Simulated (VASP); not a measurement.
**Osmium: how cutoff and mesh change the relaxed cell**

How far does the relaxed cell of Osmium depend on cutoff and k mesh? The starting structure is a measured crystal structure from the Crystallography Open Database. The first relaxation on each setting starts from this cell expanded by 3 % in volume.

Method: Kohn-Sham DFT with plane waves and PAW; PBEsol, in VASP 6.6.1.

**1. Set-up**

The structure is hexagonal, space group P6_3/mmc (No. 194). Conventional cell: a = 2.734 Å, b = 2.734 Å, c = 4.320 Å, α = 90.00°, β = 90.00°, γ = 120.00°. Nearest to Os lie 12 Os at 2.68 to 2.73 Å.

Coordinates:

```cif
data_structure
_symmetry_space_group_name_H-M 'P6_3/mmc'
_symmetry_Int_Tables_number 194
_cell_length_a 2.7341
_cell_length_b 2.7341
_cell_length_c 4.3197
_cell_angle_alpha 90.000
_cell_angle_beta 90.000
_cell_angle_gamma 120.000
_cell_volume 27.96
loop_
_atom_site_label
_atom_site_type_symbol
_atom_site_symmetry_multiplicity
_atom_site_Wyckoff_symbol
_atom_site_fract_x
_atom_site_fract_y
_atom_site_fract_z
_atom_site_occupancy
Os1 Os 2 c 0.66667 0.33333 0.75000 1
```

**2. Reference relaxation**

This run starts from the cell of an earlier relaxation, which isn't shown; the restart sets up the plane waves anew.

Contents of INCAR:

```
SYSTEM = Os
PREC = Accurate
ENCUT = 450
EDIFF = 1E-06
NELM = 100
ISMEAR = 1
SIGMA = 0.15
LREAL = .FALSE.
ALGO = Normal
GGA = PS
NBANDS = 14
LORBIT = 11
LWAVE = .FALSE.
LCHARG = .FALSE.
KPAR = 2
IBRION = 2
NSW = 50
ISIF = 3
EDIFFG = -0.004
```

Contents of POSCAR:

```
Os
1.0
    2.7283111716      0.0000000000      0.0000000000
   -1.3641555858      2.3627867841      0.0000000000
    0.0000000000      0.0000000000      4.3147274502
Os
2
Direct
    0.6666666667      0.3333333333      0.7500000000
    0.3333333333      0.6666666667      0.2500000000
```

Contents of KPOINTS:

```
Automatic mesh
0
Gamma
18 18 10
0 0 0
```

The projector-augmented-wave data sets are Os (PBE family, release 64).

Run with:

```bash
$ mpirun -np 2 vasp_std
```

The program printed:

```text
[banner, memory and clock lines left out]
running    2 mpi-ranks, on    1 nodes
 distrk:  each k-point on    1 cores,    2 groups
 distr:  one band on    1 cores,    1 groups

 POSCAR found type information on POSCAR Os
 POSCAR found :  1 types and       2 ions
|                                                                             |
|               ----> ADVICE to this user running VASP <----                  |
|                                                                             |
|     You enforced a specific xc type in the INCAR file but a different       |
|     [... a line on the potential file left out ...]
|     I HOPE YOU KNOW WHAT YOU ARE DOING!                                     |
|                                                                             |

 LDA part: xc-table for (Slater+PW92), standard interpolation
 POSCAR, INCAR and KPOINTS ok, starting setup
 FFT: planning ... GRIDC
 FFT: planning ... GRID_SOFT
 FFT: planning ... GRID
 WAVECAR not read
 entering main loop
       N       E                     dE             d eps       ncg     rms          rms(c)
DAV:   1     0.874733394995E+02    0.87473E+02   -0.68811E+03  6216   0.974E+02
DAV:   2    -0.215475555827E+02   -0.10902E+03   -0.96198E+02  6384   0.329E+02
DAV:   3    -0.259855403778E+02   -0.44380E+01   -0.42437E+01  8160   0.567E+01
DAV:   4    -0.260275708584E+02   -0.42030E-01   -0.41867E-01  6756   0.560E+00
DAV:   5    -0.260278223842E+02   -0.25153E-03   -0.25150E-03  8042   0.390E-01    0.247E+01
DAV:   6    -0.248358673174E+02    0.11920E+01   -0.11029E+00  7710   0.902E+00    0.111E+01
DAV:   7    -0.244910079279E+02    0.34486E+00   -0.73078E-01  7824   0.722E+00    0.560E-01
DAV:   8    -0.244843897324E+02    0.66182E-02   -0.67873E-03  6312   0.653E-01    0.340E-01
DAV:   9    -0.244816443395E+02    0.27454E-02   -0.16339E-03  7284   0.435E-01    0.495E-02
DAV:  10    -0.244816642407E+02   -0.19901E-04   -0.57152E-05  7884   0.674E-02    0.105E-02
DAV:  11    -0.244816435983E+02    0.20642E-04   -0.47359E-06  6936   0.240E-02    0.112E-03
DAV:  12    -0.244816430232E+02    0.57506E-06   -0.98449E-08  3792   0.330E-03
   1 F= -.24481643E+02 E0= -.24481226E+02  d E =-.244816E+02
 curvature:   0.00 expect dE= 0.000E+00 dE for cont linesearch  0.000E+00
 trial: gam= 0.00000 g(F)=  0.240E-48 g(S)=  0.671E-06 ort = 0.000E+00 (trialstep = 0.100E+01)
 search vector abs. value=  0.671E-06
 reached required accuracy - stopping structural energy minimisation
```

Wall time 15 s (2 MPI ranks of Intel Xeon 6975P-C (Granite Rapids), shared host); peak memory 0.34 GiB.

Lines that name or quote the potential files are left out of all logs, and their timing lines are given in words.

Parts of OUTCAR (step 2):

```text
ion  position               nearest neighbor table
   1  0.667  0.333  0.750-   2 2.67   2 2.67   2 2.67   2 2.67   2 2.67   2 2.67
   2  0.333  0.667  0.250-   1 2.67   1 2.67   1 2.67   1 2.67   1 2.67   1 2.67

  LATTYP: Found a hexagonal cell.
 ALAT       =     2.7283111716
 C/A-ratio  =     1.5814645687

 Subroutine GETGRP returns: Found 24 space group operations
 (whereof 12 operations were pure point group operations)

The static configuration has the point symmetry D_3d.
 The point group associated with its full space group is D_6h.

 Found    222 irreducible k-points:

   k-points           NKPTS =    222   k-points in BZ     NKDIM =    222   number of bands    NBANDS=     14

   dimension x,y,z NGX =    20 NGY =   20 NGZ =   30
   dimension x,y,z NGXF=    40 NGYF=   40 NGZF=   60

   ENCUT  =  450.0 eV  33.07 Ry    5.75 a.u.   4.72  4.72  7.46*2*pi/ulx,y,z

   NELECT =      16.0000    total number of electrons

 k-points in reciprocal lattice and weights: Automatic mesh
   0.00000000  0.00000000  0.00000000       0.000
   0.05555556  0.00000000  0.00000000       0.002
   0.11111111  0.00000000  0.00000000       0.002
   0.16666667  0.00000000  0.00000000       0.002
   0.22222222  0.00000000  0.00000000       0.002
   0.27777778 -0.00000000  0.00000000       0.002
   0.33333333  0.00000000  0.00000000       0.002
   0.38888889  0.00000000  0.00000000       0.002
   0.44444444  0.00000000  0.00000000       0.002
[...]
0.33333333  0.27777778  0.50000000       0.004
   0.33333333  0.33333333  0.50000000       0.001

 average (electrostatic) potential at core
       1 -43.0203       2 -43.0203

 E-fermi :   9.3899

 k-point     1 :       0.0000    0.0000    0.0000
  band No.  band energies     occupation
    ...
      6       7.1494      2.00000
      7       7.1494      2.00000
      8       7.8266      2.00000
      9       7.8266      2.00000
     10       9.3806      1.10535
     11      11.1039     -0.00000
     12      11.1039     -0.00000
     13      18.4940      0.00000
     14      23.4342      0.00000

 k-point     2 :       0.0556    0.0000    0.0000
  band No.  band energies     occupation
    ...
      6       7.0718      2.00000
      7       7.2538      2.00000
      8       7.6724      2.00000
      9       7.7347      2.00000
     10       8.7823      2.00000
     11      11.1682     -0.00000
     12      11.8881     -0.00000
     13      18.4854      0.00000
     14      23.6992      0.00000

 k-point     3 :       0.1111    0.0000    0.0000
  band No.  band energies     occupation
    ...
      6       7.0496      2.00000
      7       7.2017      2.00000
      8       7.4913      2.00000
      9       7.5622      2.00000
     10       8.1503      2.00000
     11      11.3314     -0.00000
     12      13.2460      0.00000
     13      18.4394      0.00000
     14      24.4214      0.00000

  Total        0.0023990      0.0023990      0.0040370      0.0000000     -0.0000000      0.0000000
  in kB        0.1381889      0.1381889      0.2325404      0.0000000     -0.0000000      0.0000000
  external PRESSURE =       0.1696394 kB  Pullay stress =       0.0000000 kB

  energy-cutoff  :      450.00
  volume of cell :       27.81
      direct lattice vectors                 reciprocal lattice vectors
     2.728311172  0.000000000  0.000000000     0.366527107  0.211614524  0.000000000
    -1.364155586  2.362786784  0.000000000     0.000000000  0.423229047  0.000000000
     0.000000000  0.000000000  4.314727450     0.000000000  0.000000000  0.231764349

 POSITION                                       TOTAL-FORCE (eV/Angst)
 -----------------------------------------------------------------------------------
      1.36416      0.78760      3.23605        -0.000000      0.000000      0.000000
     -0.00000      1.57519      1.07868         0.000000     -0.000000      0.000000
 -----------------------------------------------------------------------------------
    total drift:                                0.000000     -0.000000     -0.000000

  FREE ENERGIE OF THE ION-ELECTRON SYSTEM (eV)
  ---------------------------------------------------
  free  energy   TOTEN  =       -24.4816430232 eV

  energy  without entropy=      -24.4803918819  energy(sigma->0) =      -24.48122598

 reached required accuracy - stopping structural energy minimisation

 total charge
# of ion       s       p       d       tot
------------------------------------------
    1        0.665   0.799   6.042   7.506
    2        0.665   0.799   6.042   7.506
--------------------------------------------------
tot          1.330   1.598  12.085  15.012

[... 3 further parts left out ...]
```

The PAW data sets were made with PBE, which is usual practice but a small mismatch for other functionals. The run keeps the 24 symmetry operations of its start, so it cannot find a distortion of lower symmetry.

The reference relaxation ends at 13.907 Å³ an atom.

**3. Relaxation with a cutoff of 230 eV**

Against step 2 the input has ENCUT = 230. This run starts from the cell of an earlier relaxation, which isn't shown; the restart sets up the plane waves anew.

INCAR: that of step 2 with these lines changed.

```diff
@@ -2,3 +2,3 @@
 PREC = Accurate
-ENCUT = 450
+ENCUT = 230
 EDIFF = 1E-06
```

Contents of POSCAR:

```
Os
1.0
    2.7242269913      0.0000000000      0.0000000000
   -1.3621134956      2.3592497802      0.0000000000
    0.0000000000      0.0000000000      4.3076494760
Os
2
Direct
    0.6666666667      0.3333333333      0.7500000000
    0.3333333333      0.6666666667      0.2500000000
```

KPOINTS is that of step 2.

Run with:

```bash
$ mpirun -np 2 vasp_std
```

The program printed:

```text
[banner, memory and clock lines left out]
running    2 mpi-ranks, on    1 nodes
[...]
[... a notice as in an earlier step ...]

 LDA part: xc-table for (Slater+PW92), standard interpolation
 POSCAR, INCAR and KPOINTS ok, starting setup
[...]
entering main loop
       N       E                     dE             d eps       ncg     rms          rms(c)
DAV:   1     0.192275906307E+02    0.19228E+02   -0.46995E+03  6866   0.543E+02
DAV:   2    -0.251146648141E+02   -0.44342E+02   -0.40121E+02  7320   0.176E+02
DAV:   3    -0.260244400991E+02   -0.90978E+00   -0.90200E+00  7338   0.234E+01
DAV:   4    -0.260262724362E+02   -0.18323E-02   -0.18321E-02  7394   0.103E+00
[...]
DAV:   9    -0.244663900696E+02    0.22248E-02   -0.19821E-03  7152   0.345E-01    0.443E-02
DAV:  10    -0.244663693430E+02    0.20727E-04   -0.41072E-05  7440   0.454E-02    0.194E-02
DAV:  11    -0.244663684167E+02    0.92630E-06   -0.11408E-06  5006   0.106E-02
   1 F= -.24466368E+02 E0= -.24465941E+02  d E =-.244664E+02
[... from here on, the cycles between the ionic steps are left out ...]
   2 F= -.24462102E+02 E0= -.24461685E+02  d E =0.426675E-02
   3 F= -.24466551E+02 E0= -.24466125E+02  d E =-.182236E-03
   4 F= -.24466551E+02 E0= -.24466125E+02  d E =-.182244E-03
   5 F= -.24466550E+02 E0= -.24466135E+02  d E =0.241815E-06
   6 F= -.24466552E+02 E0= -.24466131E+02  d E =-.115375E-05
   7 F= -.24466551E+02 E0= -.24466128E+02  d E =-.749798E-06
[...]
reached required accuracy - stopping structural energy minimisation
```

It took 16 s on 2 MPI ranks; peak memory 0.25 GiB.

OUTCAR, selected parts (step 3):

```text
  Total       -0.0030346     -0.0030346     -0.0003367     -0.0000000     -0.0000000      0.0000000
  in kB       -0.1759719     -0.1759719     -0.0195237     -0.0000000     -0.0000000      0.0000000
  external PRESSURE =      -0.1238225 kB  Pullay stress =       0.0000000 kB

 POSITION                                       TOTAL-FORCE (eV/Angst)
 -----------------------------------------------------------------------------------
      1.36113      0.78585      3.22879        -0.000000     -0.000000      0.000000
     -0.00000      1.57169      1.07626         0.000000      0.000000      0.000000
 -----------------------------------------------------------------------------------
    total drift:                               -0.000000      0.000000     -0.000000

  FREE ENERGIE OF THE ION-ELECTRON SYSTEM (eV)
  ---------------------------------------------------
  free  energy   TOTEN  =       -24.4665514107 eV

  energy  without entropy=      -24.4652821078  energy(sigma->0) =      -24.46612831

[... 2 parts as in an earlier step ...]

[... 2 further parts left out ...]
[key lines of the parts left out:]
E-fermi :   9.4874
```

With a cutoff of 230 eV the cell ends at 13.815 Å³ an atom, -0.67 % from the reference.

**4. Relaxation with a 10×10×6 mesh**

Against step 2 the input has a 10×10×6 mesh. This run starts from the cell of an earlier relaxation, which isn't shown; the restart sets up the plane waves anew.

INCAR: that of step 3 with these lines changed.

```diff
@@ -2,3 +2,3 @@
 PREC = Accurate
-ENCUT = 230
+ENCUT = 450
 EDIFF = 1E-06
```

Contents of POSCAR:

```
Os
1.0
    2.7349703877      0.0000000000      0.0000000000
   -1.3674851938      2.3685538343      0.0000000000
    0.0000000000      0.0000000000      4.2957168351
Os
2
Direct
    0.6666666667      0.3333333333      0.7500000000
    0.3333333333      0.6666666667      0.2500000000
```

Contents of KPOINTS:

```
Automatic mesh
0
Gamma
10 10 6
0 0 0
```

Run with:

```bash
$ mpirun -np 2 vasp_std
```

The program printed:

```text
[... set-up lines as in an earlier step ...]
 entering main loop
       N       E                     dE             d eps       ncg     rms          rms(c)
DAV:   1     0.892470449206E+02    0.89247E+02   -0.71235E+03  1568   0.987E+02
DAV:   2    -0.214567104265E+02   -0.11070E+03   -0.98817E+02  1598   0.333E+02
DAV:   3    -0.259668138591E+02   -0.45101E+01   -0.42378E+01  2056   0.563E+01
DAV:   4    -0.260096591040E+02   -0.42845E-01   -0.42697E-01  1676   0.568E+00
[...]
DAV:  10    -0.244642529653E+02   -0.22205E-04   -0.28787E-05  1928   0.444E-02    0.992E-03
DAV:  11    -0.244642306004E+02    0.22365E-04   -0.57707E-06  1754   0.271E-02    0.125E-03
DAV:  12    -0.244642301460E+02    0.45448E-06   -0.83568E-08   862   0.291E-03
   1 F= -.24464230E+02 E0= -.24464349E+02  d E =-.244642E+02
[...]
reached required accuracy - stopping structural energy minimisation
```

It took 5.4 s on 2 MPI ranks; peak memory 0.26 GiB.

Parts of OUTCAR (step 4):

```text
  Total        0.0052923      0.0052923      0.0002639      0.0000000      0.0000000     -0.0000000
  in kB        0.3047072      0.3047072      0.0151963      0.0000000      0.0000000     -0.0000000
  external PRESSURE =       0.2082035 kB  Pullay stress =       0.0000000 kB

 POSITION                                       TOTAL-FORCE (eV/Angst)
 -----------------------------------------------------------------------------------
      1.36749      0.78952      3.22179         0.000000      0.000000      0.000000
     -0.00000      1.57904      1.07393        -0.000000     -0.000000      0.000000
 -----------------------------------------------------------------------------------
    total drift:                                0.000000     -0.000000     -0.000000

  FREE ENERGIE OF THE ION-ELECTRON SYSTEM (eV)
  ---------------------------------------------------
  free  energy   TOTEN  =       -24.4642301460 eV

  energy  without entropy=      -24.4645879245  energy(sigma->0) =      -24.46434941

[... 1 part as in an earlier step ...]

[... 3 further parts left out ...]
[key lines of the parts left out:]
E-fermi :   9.4657
```

With a 10×10×6 mesh the cell ends at 13.914 Å³ an atom, +0.05 % from the reference, a by +0.2 % and c by -0.4 %.

(Continued in part 2 of 2.)

[Lines on the potential files, build, host, timing and source positions are cut from VASP's logs without a mark.]

[Logs are printed without paths, hosts, clocks, repeated set-up lines and the standing remarks that a program may print on its own settings, such as how far it seeks lower states.]

[Hosts, paths, dates, database ids (printed as entryN), source tags and the programs' standing remarks are cut or masked in the printed files.]
